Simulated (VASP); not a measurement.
# Band gap of KI at several levels of theory, part 3 of 3

How does the band gap of KI depend on the functional? The starting structure is a measured crystal structure from the Crystallography Open Database. Cell and atoms stay as given. Meshes and data sets differ where the inputs say so.

VASP 6.6.1.

Results so far: LDA 3.632 eV; PBE 3.980 eV; r2SCAN 4.627 eV; TB-mBJ 5.917 eV; LDA + spin-orbit coupling 3.307 eV; r2SCAN + spin-orbit coupling 4.312 eV; TB-mBJ + spin-orbit coupling 5.598 eV.

### Step 9. Bands with HSE06

Level of this step: HSE06; plane waves and PAW (I, K_sv) (VASP).

HSE06 mixes in a quarter of exact exchange at short range, at far higher cost; in semiconductors this cures much of the gap error, while metals seldom gain. This run uses a 4×4×4 mesh. Its starting orbitals come from a semilocal run on the same mesh, not shown.

INCAR

```
SYSTEM = KI
PREC = Accurate
ENCUT = 350
EDIFF = 1E-06
NELM = 100
ISMEAR = 0
SIGMA = 0.03
LREAL = .FALSE.
ALGO = Normal
LHFCALC = .TRUE.
AEXX = 0.25
GGA = PE
HFSCREEN = 0.2
LASPH = .TRUE.
NBANDS = 14
PRECFOCK = Fast
LORBIT = 11
LWAVE = .FALSE.
LCHARG = .FALSE.
KPAR = 4
```

POSCAR

```
KI
1.0
    0.0000000000      3.5245500000      3.5245500000
    3.5245500000      0.0000000000      3.5245500000
    3.5245500000      3.5245500000      0.0000000000
I K
1 1
Direct
    0.5000000000      0.5000000000      0.5000000000
    0.0000000000      0.0000000000      0.0000000000
```

KPOINTS

```
Automatic mesh
0
Gamma
4 4 4
0 0 0
```

KPOINTS_OPT

```
Line mode
10
Line-mode
Reciprocal
  0.00000000   0.00000000   0.00000000 GAMMA
  0.50000000   0.00000000   0.50000000 X

  0.50000000   0.00000000   0.50000000 X
  0.50000000   0.25000000   0.75000000 W

  0.50000000   0.25000000   0.75000000 W
  0.37500000   0.37500000   0.75000000 K

  0.37500000   0.37500000   0.75000000 K
  0.00000000   0.00000000   0.00000000 GAMMA

  0.00000000   0.00000000   0.00000000 GAMMA
  0.50000000   0.50000000   0.50000000 L

  0.50000000   0.50000000   0.50000000 L
  0.62500000   0.25000000   0.62500000 U

  0.62500000   0.25000000   0.62500000 U
  0.50000000   0.25000000   0.75000000 W

  0.50000000   0.25000000   0.75000000 W
  0.50000000   0.50000000   0.50000000 L

  0.50000000   0.50000000   0.50000000 L
  0.37500000   0.37500000   0.75000000 K

  0.62500000   0.25000000   0.62500000 U
  0.50000000   0.00000000   0.50000000 X
```

The projector-augmented-wave data sets are I and K_sv (PBE family, release 64).

On the command line:

```bash
$ mpirun -np 4 vasp_std
```

Numbers of over 12 decimals in the logs are rounded to 6 here.

What it wrote:

```text
[banner, memory and clock lines left out]
running    4 mpi-ranks, on    1 nodes
[...]
LDA part: xc-table for (Slater+PW92), standard interpolation
 found WAVECAR, reading the header
 POSCAR, INCAR and KPOINTS ok, starting setup
[...]
reading WAVECAR
 the WAVECAR file was read successfully
 initial charge from wavefunction
 entering main loop
       N       E                     dE             d eps       ncg     rms          rms(c)
DAV:   1    -0.640678699910E+01   -0.64068E+01   -0.83199E-01   236   0.778E+00    0.454E+00
DAV:   2    -0.641516056668E+01   -0.83736E-02   -0.23776E-02   274   0.105E+00    0.311E+00
DAV:   3    -0.641363654086E+01    0.15240E-02   -0.19419E-03   324   0.255E-01    0.186E+00
DAV:   4    -0.641313032232E+01    0.50622E-03   -0.42777E-04   280   0.136E-01    0.112E+00
[...]
DAV:  10    -0.641298996952E+01   -0.18597E-05   -0.10114E-06   184   0.682E-03    0.445E-02
DAV:  11    -0.641299110307E+01   -0.11335E-05   -0.65929E-07   178   0.569E-03    0.253E-02
DAV:  12    -0.641299172918E+01   -0.62611E-06   -0.26698E-07   166   0.377E-03
   1 F= -.64129917E+01 E0= -.64129917E+01  d E =-.165639E-12
 Start KPOINTS_OPT (optional k-point list driver)
k-point batch [1-8\100]
       N       E                     dE             ncg
DAV:   1    -0.734333359749E+03   -0.22398E+04      224
DAV:   2    -0.140215470749E+04   -0.66782E+03      274
DAV:   3    -0.145206603590E+04   -0.49911E+02      296
DAV:   4    -0.145418500282E+04   -0.21190E+01      340
DAV:   5    -0.145422676992E+04   -0.41767E-01      300
DAV:   6    -0.145422774712E+04   -0.97720E-03      342
DAV:   7    -0.145422777033E+04   -0.23213E-04      264
DAV:   8    -0.145422777063E+04   -0.29984E-06      216
[...]
k-point batch [97-100\100]
       N       E                     dE             ncg
DAV:   1     0.119765500198E+04   -0.18163E+04      112
DAV:   2     0.878969499123E+03   -0.31869E+03      142
DAV:   3     0.854708577063E+03   -0.24261E+02      154
DAV:   4     0.853586017908E+03   -0.11226E+01      186
DAV:   5     0.853564804124E+03   -0.21214E-01      160
DAV:   6     0.853564352461E+03   -0.45166E-03      180
DAV:   7     0.853564343911E+03   -0.85501E-05      136
DAV:   8     0.853564343851E+03   -0.60098E-07      104
```

Wall time 3.3 min (4 MPI ranks of Intel Xeon 6975P-C (Granite Rapids), shared host); peak memory 1.1 GiB; 13 min of CPU time.

From OUTCAR (step 9):

```text
 POSITION                                       TOTAL-FORCE (eV/Angst)
 -----------------------------------------------------------------------------------
      3.52455      3.52455      3.52455         0.000000     -0.000000      0.000000
      0.00000      0.00000      0.00000        -0.000000      0.000000     -0.000000
 -----------------------------------------------------------------------------------
    total drift:                               -0.000000     -0.000000     -0.000000

  FREE ENERGIE OF THE ION-ELECTRON SYSTEM (eV)
  ---------------------------------------------------
  free  energy   TOTEN  =        -6.4129917292 eV

  energy  without entropy=       -6.4129917292  energy(sigma->0) =       -6.41299173

[... 1 part as in an earlier step ...]

[... 2 further parts left out ...]
[key lines of the parts left out:]
E-fermi :  -0.9784
```

HSE06 gives a direct gap of 4.993 eV. The least gap is +1.361 eV from that of LDA, on another mesh, which alone can move a gap by some hundredths of an eV.

### Step 10. Bands with PBE0

PBE0 keeps a quarter of exact exchange at all ranges; it tends to overshoot small gaps. This run uses a 4×4×4 mesh. It starts from the orbitals of an earlier run, not shown.

INCAR, as its differences from that of step 9:

```diff
@@ -12,3 +12,2 @@
 GGA = PE
-HFSCREEN = 0.2
 LASPH = .TRUE.
@@ -16,2 +15,3 @@
 PRECFOCK = Fast
+HFRCUT = -1
 LORBIT = 11
```

POSCAR is that of step 9.

KPOINTS is that of step 9.

KPOINTS_OPT is that of step 9.

On the command line:

```bash
$ mpirun -np 4 vasp_std
```

What it wrote:

```text
[banner, memory and clock lines left out]
running    4 mpi-ranks, on    1 nodes
[...]
LDA part: xc-table for (Slater+PW92), standard interpolation
 found WAVECAR, reading the header
 POSCAR, INCAR and KPOINTS ok, starting setup
[...]
HFRCUT set to (new)   11.019049
 reading WAVECAR
 the WAVECAR file was read successfully
 initial charge from wavefunction
 entering main loop
       N       E                     dE             d eps       ncg     rms          rms(c)
DAV:   1    -0.688361572709E+01   -0.68836E+01   -0.82638E-01   236   0.783E+00    0.459E+00
DAV:   2    -0.689565797402E+01   -0.12042E-01   -0.26094E-02   274   0.109E+00    0.322E+00
DAV:   3    -0.689460244354E+01    0.10555E-02   -0.24433E-03   318   0.257E-01    0.190E+00
DAV:   4    -0.689411245360E+01    0.48999E-03   -0.37721E-04   280   0.134E-01    0.114E+00
[...]
DAV:  10    -0.689398870940E+01   -0.23161E-05   -0.11410E-06   202   0.710E-03    0.467E-02
DAV:  11    -0.689399004991E+01   -0.13405E-05   -0.63162E-07   184   0.548E-03    0.270E-02
DAV:  12    -0.689399078078E+01   -0.73087E-06   -0.33419E-07   172   0.412E-03
   1 F= -.68939908E+01 E0= -.68939908E+01  d E =-.152266E-22
 Start KPOINTS_OPT (optional k-point list driver)
k-point batch [1-8\100]
       N       E                     dE             ncg
DAV:   1    -0.768804587792E+03   -0.22743E+04      224
DAV:   2    -0.145242000679E+04   -0.68362E+03      274
DAV:   3    -0.150216049815E+04   -0.49740E+02      296
DAV:   4    -0.150426872543E+04   -0.21082E+01      340
DAV:   5    -0.150431072252E+04   -0.41997E-01      294
DAV:   6    -0.150431172849E+04   -0.10060E-02      336
DAV:   7    -0.150431175241E+04   -0.23921E-04      264
DAV:   8    -0.150431175274E+04   -0.32773E-06      218
[...]
k-point batch [97-100\100]
       N       E                     dE             ncg
DAV:   1     0.118017013578E+04   -0.18338E+04      112
DAV:   2     0.853829544354E+03   -0.32634E+03      142
DAV:   3     0.829395112905E+03   -0.24434E+02      154
DAV:   4     0.828269737636E+03   -0.11254E+01      186
DAV:   5     0.828248313200E+03   -0.21424E-01      160
DAV:   6     0.828247851502E+03   -0.46170E-03      180
DAV:   7     0.828247842744E+03   -0.87583E-05      136
DAV:   8     0.828247842683E+03   -0.61319E-07      104
```

Elapsed: 3.1 min, on 4 MPI ranks; peak memory 0.76 GiB; 12 min of CPU time.

From OUTCAR (step 10):

```text
 POSITION                                       TOTAL-FORCE (eV/Angst)
 -----------------------------------------------------------------------------------
      3.52455      3.52455      3.52455         0.000000      0.000000      0.000000
      0.00000      0.00000      0.00000        -0.000000     -0.000000     -0.000000
 -----------------------------------------------------------------------------------
    total drift:                               -0.000000     -0.000000     -0.000000

  FREE ENERGIE OF THE ION-ELECTRON SYSTEM (eV)
  ---------------------------------------------------
  free  energy   TOTEN  =        -6.8939907808 eV

  energy  without entropy=       -6.8939907808  energy(sigma->0) =       -6.89399078

[... 2 parts as in an earlier step ...]

[... 1 further part left out ...]
[key lines of the parts left out:]
E-fermi :  -1.2813
```

PBE0 gives a direct gap of 5.665 eV. The least gap is +2.034 eV from that of LDA, on another mesh, which alone can move a gap by some hundredths of an eV.

### Step 11. The runs compared

| level | gap (eV) | least direct gap (eV) | mesh | core minutes |
| --- | --- | --- | --- | --- |
| LDA | 3.632 | 3.632 | 6×6×6 | 0.667 |
| PBE | 3.98 | 3.98 | 6×6×6 | 0.787 |
| r2SCAN | 4.627 | 4.627 | 6×6×6 | 2.53 |
| TB-mBJ | 5.917 | 5.917 | 6×6×6 | 2.33 |
| LDA + spin-orbit coupling | 3.307 | 3.307 | 6×6×6 | 2.0 |
| r2SCAN + spin-orbit coupling | 4.312 | 4.312 | 6×6×6 | 10.1 |
| TB-mBJ + spin-orbit coupling | 5.598 | 5.598 | 6×6×6 | 7.47 |
| HSE06 | 4.993 | 4.993 | 4×4×4 | 13.1 |
| PBE0 | 5.665 | 5.666 | 4×4×4 | 12.5 |

Core minutes are wall time times ranks of the run shown, on a shared host.

### Step 12. Results

- gap, LDA: 3.632 eV
- gap, PBE: 3.980 eV
- gap, r2SCAN: 4.627 eV
- gap, TB-mBJ: 5.917 eV
- gap, LDA + spin-orbit coupling: 3.307 eV
- gap, r2SCAN + spin-orbit coupling: 4.312 eV
- gap, TB-mBJ + spin-orbit coupling: 5.598 eV
- gap, HSE06: 4.993 eV
- gap, PBE0: 5.665 eV

In words: Without spin-orbit coupling the gap of KI runs from 3.632 eV (LDA) to 5.917 eV (TB-mBJ). HSE06 gives +1.01 eV from PBE, on another mesh, which alone can move a gap by some hundredths of an eV. TB-mBJ lies +0.92 eV from HSE06, on another mesh, which alone can move a gap by some hundredths of an eV. Spin-orbit coupling changes the LDA gap by -0.325 eV. Spin-orbit coupling changes the r2SCAN gap by -0.314 eV. Spin-orbit coupling changes the TB-mBJ gap by -0.319 eV. These are gaps between Kohn-Sham or generalised Kohn-Sham levels of a static lattice, without excitons or temperature. Further runs on this material are not shown.

[Lines on the potential files, build, host, timing and source positions are cut from VASP's logs without a mark.]

[Logs are printed without paths, hosts, clocks, repeated set-up lines and the standing remarks that a program may print on its own settings, such as how far it seeks lower states.]

[Hosts, paths, dates, database ids (printed as entryN), source tags and the programs' standing remarks are cut or masked in the printed files.]
